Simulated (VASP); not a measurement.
Here is the system:

```yaml
crystal:
  lattice:
    - [4.59582, 0.00000, 0.00000]
    - [0.00000, 4.59582, 0.00000]
    - [0.00000, 0.00000, 4.59582]
  atoms:
    - { symbol: Fe, position: [0.86388, 0.63612, 0.36388], spin: 1.2 }
    - { symbol: Fe, position: [0.36388, 0.86388, 0.63612], spin: 1.2 }
    - { symbol: Fe, position: [0.13612, 0.13612, 0.13612], spin: 1.2 }
    - { symbol: Fe, position: [0.63612, 0.36388, 0.86388], spin: 1.2 }
    - { symbol: Ge, position: [0.15809, 0.34191, 0.65809] }
    - { symbol: Ge, position: [0.65809, 0.15809, 0.34191] }
    - { symbol: Ge, position: [0.84191, 0.84191, 0.84191] }
    - { symbol: Ge, position: [0.34191, 0.65809, 0.15809] }
```

Level of theory: PBEsol GGA, VASP's PBE PAW potentials (set 64) (plane waves; VASP). Run with 400 eV cut-off, 6×6×6 Γ-centred mesh, first-order Methfessel-Paxton smearing of 0.10 eV, potentials Fe Ge_d.

What does the run give for the cell moment, energy per atom (σ→0), band gap (on the k-mesh) with the smallest direct gap where there is one?

```json
{
 "band gap (on the k-mesh)": "none (metal, semimetal or under 0.01 eV)",
 "cell_moment": "4.06 μB",
 "energy per atom (σ→0)": "-7.133 eV/atom"
}
```

Give the moment on each site (PAW-sphere projection).

| site | moment (μB) |
|---|---|
| Fe1 | 1.10 |
| Fe2 | 1.10 |
| Fe3 | 1.10 |
| Fe4 | 1.10 |
| Ge5 | -0.07 |
| Ge6 | -0.07 |
| Ge7 | -0.07 |
| Ge8 | -0.07 |

Only differences to runs with the same potentials and settings are physical.

The compound is FeGe in the B20 structure. It was relaxed first, which changed the volume by -7 %. The start is the result of an earlier pass.
